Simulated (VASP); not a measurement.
Computed with LDA (Ceperley-Alder, Perdew-Zunger), VASP's LDA PAW potentials (set 64) (plane waves; VASP).

Input for VASP

**POSCAR**
```
InP
1
   -0.0000000000     2.9137521215     2.9137521215
    2.9137521215     0.0000000000     2.9137521215
    2.9137521215     2.9137521215     0.0000000000
In P
1 1
Direct
  0.0000000000   0.0000000000   0.0000000000
  0.2500000000   0.2500000000   0.2500000000
```

INCAR:
```
# general
SYSTEM  = InP
PREC    = Accurate
ENCUT   = 520   # plane-wave cut-off (eV)
LREAL   = .FALSE.   # projection in real space or not
LASPH   = .TRUE.   # aspherical one-centre terms

# electronic loop
EDIFF   = 1E-6   # SCF stop (eV)
NELM    = 100
ALGO    = Normal
LMAXMIX = 4   # l cut-off of mixed one-centre charges

# smearing
ISMEAR  = 0   # Gaussian
SIGMA   = 0.05   # width (eV)

# ions
IBRION  = 2   # conjugate gradients
NSW     = 60   # most ionic steps
ISIF    = 3   # ions, shape and volume
EDIFFG  = -0.01

# output
LWAVE   = .FALSE.
LCHARG  = .FALSE.
```

KPOINTS:
```
Automatic mesh
0
Gamma
7 7 7
0 0 0
```

POTCAR, in this order: In_d P (LDA.64 set). Program: vasp_std.

Output of the run:

OUTCAR:
```
 ion  position               nearest neighbor table
   1  0.000  0.000  0.000-   2 2.52   2 2.52   2 2.52   2 2.52
   2  0.250  0.250  0.250-   1 2.52   1 2.52   1 2.52   1 2.52
  LATTYP: Found a face centered cubic cell.
 ALAT       =     5.8275042430
 Subroutine PRICEL returns:
 Original cell was already a primitive cell.
 Subroutine GETGRP returns: Found 24 space group operations
The static configuration has the point symmetry T_d .
The dynamic configuration has the point symmetry T_d .
 Subroutine INISYM returns: Found 24 space group operations
 Subroutine IBZKPT returns following result:
 Found     20 irreducible k-points:

 Following reciprocal coordinates:
            Coordinates               Weight
  0.000000  0.000000  0.000000      1.000000
  0.142857  0.000000  0.000000      8.000000
  0.285714  0.000000  0.000000      8.000000
  0.428571  0.000000  0.000000      8.000000
  0.142857  0.142857  0.000000      6.000000
  0.285714  0.142857  0.000000     24.000000
  0.428571  0.142857  0.000000     24.000000
 -0.428571  0.142857  0.000000     24.000000
 -0.285714  0.142857  0.000000     24.000000
...
```

**OSZICAR**
```
       N       E                     dE             d eps       ncg     rms          rms(c)
DAV:   1     0.116596840726E+03    0.11660E+03   -0.85543E+03   520   0.158E+03
DAV:   2    -0.103419521537E+01   -0.11763E+03   -0.11384E+03   540   0.341E+02
DAV:   3    -0.986275313761E+01   -0.88286E+01   -0.85140E+01   690   0.951E+01
DAV:   4    -0.101026011133E+02   -0.23985E+00   -0.23974E+00   594   0.172E+01
DAV:   5    -0.101146329334E+02   -0.12032E-01   -0.12032E-01   795   0.353E+00    0.598E+00
DAV:   6    -0.971758704581E+01    0.39705E+00   -0.71675E-01   776   0.158E+01    0.362E+00
DAV:   7    -0.967429091847E+01    0.43296E-01   -0.18080E-01   726   0.382E+00    0.118E+00
DAV:   8    -0.966900711106E+01    0.52838E-02   -0.15344E-02   713   0.173E+00    0.447E-01
DAV:   9    -0.966868078869E+01    0.32632E-03   -0.15834E-03   678   0.620E-01    0.190E-01
DAV:  10    -0.966869204417E+01   -0.11255E-04   -0.15292E-04   649   0.102E-01    0.120E-01
DAV:  11    -0.966869546446E+01   -0.34203E-05   -0.26177E-05   787   0.717E-02    0.445E-02
DAV:  12    -0.966869372615E+01    0.17383E-05   -0.66731E-06   615   0.457E-02    0.178E-02
DAV:  13    -0.966869367808E+01    0.48067E-07   -0.26108E-07   315   0.494E-03
   1 F= -.96686937E+01 E0= -.96686937E+01  d E =-.966869E+01
```

**OUTCAR**
```
------------------------ aborting loop because EDIFF is reached ----------------------------------------
  FORCE on cell =-STRESS in cart. coord.  units (eV):
  Direction    XX          YY          ZZ          XY          YZ          ZX
  --------------------------------------------------------------------------------------
  Total       -0.0055793     -0.0055793     -0.0055793     -0.0000000      0.0000000     -0.0000000
  in kB       -0.1806764     -0.1806764     -0.1806764     -0.0000000      0.0000000     -0.0000000
  external PRESSURE =      -0.1806764 kB  Pullay stress =       0.0000000 kB
  volume of cell :       49.48
      direct lattice vectors                 reciprocal lattice vectors
     0.000000000  2.913752121  2.913752121    -0.171600047  0.171600047  0.171600047
     2.913752121  0.000000000  2.913752121     0.171600047 -0.171600047  0.171600047
     2.913752121  2.913752121  0.000000000     0.171600047  0.171600047 -0.171600047
  FREE ENERGIE OF THE ION-ELECTRON SYSTEM (eV)
  ---------------------------------------------------
  free  energy   TOTEN  =        -9.6686936781 eV

  energy  without entropy=       -9.6686936781  energy(sigma->0) =       -9.66869368

 reached required accuracy - stopping structural energy minimisation
```
(Selected blocks of OUTCAR.)

OUTCAR:
```
 val. band max:        5.2031576088   @ k =   0.0000   0.0000   0.0000

 cond. band min:       5.8057373237   @ k =   0.0000   0.0000   0.0000


 Fermi energy:         5.4668371042

 k-point     1 :       0.0000    0.0000    0.0000
  band No.  band energies     occupation
      1      -9.0240      2.00000
      2      -9.0240      2.00000
      3      -9.0240      2.00000
      4      -8.8603      2.00000
      5      -8.8603      2.00000
      6      -6.4624      2.00000
      7       5.2032      2.00000
      8       5.2032      2.00000
      9       5.2032      2.00000
     10       5.8057      0.00000
     11       9.1638      0.00000
     12       9.1638      0.00000
     13       9.1638      0.00000

 k-point     2 :       0.1429    0.0000    0.0000
  band No.  band energies     occupation
      1      -9.0501      2.00000
      2      -9.0137      2.00000
      3      -9.0137      2.00000
      4      -8.8601      2.00000
      5      -8.8601      2.00000
      6      -6.2221      2.00000
      7       3.3213      2.00000
      8       4.9544      2.00000
      9       4.9544      2.00000
     10       6.8432      0.00000
     11       9.4174      0.00000
     12       9.5230      0.00000
     13       9.5230      0.00000

 k-point     3 :       0.2857    0.0000    0.0000
  band No.  band energies     occupation
      1      -9.1047      2.00000
      2      -8.9944      2.00000
      3      -8.9944      2.00000
      4      -8.8559      2.00000
      5      -8.8559      2.00000
      6      -5.5661      2.00000
      7       1.1352      2.00000
      8       4.5116      2.00000
      9       4.5116      2.00000
     10       6.8142      0.00000
     11       9.9449      0.00000
     12       9.9449      0.00000
     13      10.8298      0.00000

 k-point     4 :       0.4286    0.0000    0.0000
  band No.  band energies     occupation
      1      -9.1454      2.00000
      2      -8.9835      2.00000
      3      -8.9835      2.00000
...
```

Unless said otherwise, spin-orbit coupling is left out, though it shifts the bands of the heavy elements here.

The compound is InP in the zinc blende structure. It was relaxed first. The start is the result of an earlier pass.
